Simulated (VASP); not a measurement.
Computed with PBE GGA, VASP's PBE PAW potentials (set 64) (plane waves; VASP).

VASP ran on this input.

KPOINTS:
```
Automatic
0
G
5 5 2
0.5 0.5 0.5
```

File POSCAR:
```
Cl
8.2443060
  0.2711864407  -0.3777239709   0.0000000000
  0.2711864407   0.3777239709   0.0000000000
  0.0000000000   0.0000000000   1.0000000000
Cl
4
Cart
  0.4756610169  -0.0000000000   0.8970000000
  0.3378983051   0.0000000000   0.3970000000
  0.2044745763  -0.0000000000   0.6030000000
  0.0667118644  -0.0000000000   0.1030000000
```

### INCAR
```
ALGO = Normal
EDIFF = 1E-6
ENCUT = 180
GGA = PE
ISIF = 2
ISMEAR = -1
LASPH = .True.
LCHARG = .False.
LREAL = .False.
LWAVE = .False.
NELM = 100
PREC = Accurate
SIGMA = 0.02
SYSTEM = Cl
```

POTCAR, in this order: Cl (PBE.64 set). Program: vasp_std.

Output of the run:

OSZICAR:
```
       N       E                     dE             d eps       ncg     rms          rms(c)
DAV:   1     0.117873193973E+03    0.11787E+03   -0.70148E+03   324   0.564E+02
DAV:   2    -0.200500907828E+01   -0.11988E+03   -0.11745E+03   488   0.174E+02
DAV:   3    -0.783550093191E+01   -0.58305E+01   -0.58171E+01   366   0.469E+01
DAV:   4    -0.788802550910E+01   -0.52525E-01   -0.52508E-01   420   0.495E+00
DAV:   5    -0.788838752519E+01   -0.36202E-03   -0.36195E-03   390   0.395E-01    0.311E+01
DAV:   6    -0.747889043616E+01    0.40950E+00   -0.32831E-01   346   0.373E+00    0.190E+01
DAV:   7    -0.737000614301E+01    0.10888E+00   -0.51422E-01   372   0.466E+00    0.108E+00
DAV:   8    -0.736551757265E+01    0.44886E-02   -0.35882E-02   340   0.123E+00    0.513E-01
DAV:   9    -0.736566940044E+01   -0.15183E-03   -0.99054E-04   384   0.201E-01    0.120E-01
DAV:  10    -0.736580263597E+01   -0.13324E-03   -0.28703E-04   342   0.108E-01    0.872E-02
DAV:  11    -0.736581038903E+01   -0.77531E-05   -0.24668E-05   416   0.310E-02    0.425E-02
DAV:  12    -0.736581123051E+01   -0.84147E-06   -0.13295E-06   202   0.763E-03
   1 F= -.73658112E+01 E0= -.73658112E+01  d E =-.120053E-11
```

File OUTCAR:
```
------------------------ aborting loop because EDIFF is reached ----------------------------------------
  FORCE on cell =-STRESS in cart. coord.  units (eV):
  Direction    XX          YY          ZZ          XY          YZ          ZX
  --------------------------------------------------------------------------------------
  Total      -13.6663000    -14.8369933    -11.3701921      0.0000000      0.0000000      0.0000000
  in kB     -190.7333820   -207.0721349   -158.6878091      0.0000000      0.0000000      0.0000000
  external PRESSURE =    -185.4977753 kB  Pullay stress =       0.0000000 kB
  volume of cell :      114.80
      direct lattice vectors                 reciprocal lattice vectors
     2.235744000 -3.114072000  0.000000000     0.223639200 -0.160561477  0.000000000
     2.235744000  3.114072000  0.000000000     0.223639200  0.160561477  0.000000000
     0.000000000  0.000000000  8.244306000     0.000000000  0.000000000  0.121295837
 POSITION                                       TOTAL-FORCE (eV/Angst)
 -----------------------------------------------------------------------------------
      3.92149      0.00000      7.39514         0.061237      0.000000     -0.056582
      2.78574      0.00000      3.27299        -0.061237      0.000000     -0.056582
      1.68575      0.00000      4.97132         0.061237      0.000000      0.056582
      0.54999      0.00000      0.84916        -0.061237      0.000000      0.056582
 -----------------------------------------------------------------------------------
    total drift:                                0.000000      0.000000      0.000000
  FREE ENERGIE OF THE ION-ELECTRON SYSTEM (eV)
  ---------------------------------------------------
  free  energy   TOTEN  =        -7.3658112305 eV

  energy  without entropy=       -7.3658112305  energy(sigma->0) =       -7.36581123
```
(Selected blocks of OUTCAR.)

### OUTCAR
```
 val. band max:       -0.5130455496   @ k =   0.1000   0.1000   0.2500

 cond. band min:       2.0592750348   @ k =  -0.1000   0.1000   0.2500


 Fermi energy:         0.0172506903

 k-point     1 :       0.1000    0.1000    0.2500
  band No.  band energies     occupation
      1     -17.1507      2.00000
      2     -17.0205      2.00000
      3     -13.2464      2.00000
      4     -12.9038      2.00000
      5      -5.7309      2.00000
      6      -5.1714      2.00000
      7      -3.2346      2.00000
      8      -3.0815      2.00000
      9      -2.7392      2.00000
     10      -2.6713      2.00000
     11      -0.9735      2.00000
     12      -0.7152      2.00000
     13      -0.6383      2.00000
     14      -0.5130      2.00000
     15       2.0708      0.00000
     16       2.5062      0.00000
     17       7.0064      0.00000
     18       7.4619      0.00000

 k-point     2 :       0.3000    0.1000    0.2500
  band No.  band energies     occupation
      1     -17.0367      2.00000
      2     -16.9734      2.00000
      3     -13.1586      2.00000
      4     -12.9985      2.00000
      5      -5.6657      2.00000
      6      -5.3369      2.00000
      7      -3.7434      2.00000
      8      -3.5838      2.00000
      9      -3.0154      2.00000
     10      -2.8913      2.00000
     11      -0.8792      2.00000
     12      -0.8361      2.00000
     13      -0.6082      2.00000
     14      -0.5356      2.00000
     15       2.2566      0.00000
     16       2.4515      0.00000
     17       8.0889      0.00000
     18       8.2430      0.00000

 k-point     3 :       0.5000    0.1000    0.2500
  band No.  band energies     occupation
      1     -16.9865      2.00000
      2     -16.9525      2.00000
      3     -13.1052      2.00000
      4     -13.0263      2.00000
      5      -5.5809      2.00000
      6      -5.4432      2.00000
      7      -3.9467      2.00000
      8      -3.8800      2.00000
      9      -3.0205      2.00000
...
```

At this cut-off the stress carries a Pulay error, which pulls relaxed volumes low.

The structure is a typed Cl crystal. The cell was not relaxed at this level. The run is one of a series of settings (ENCUT = 180 against the base run), some of them coarse on purpose.
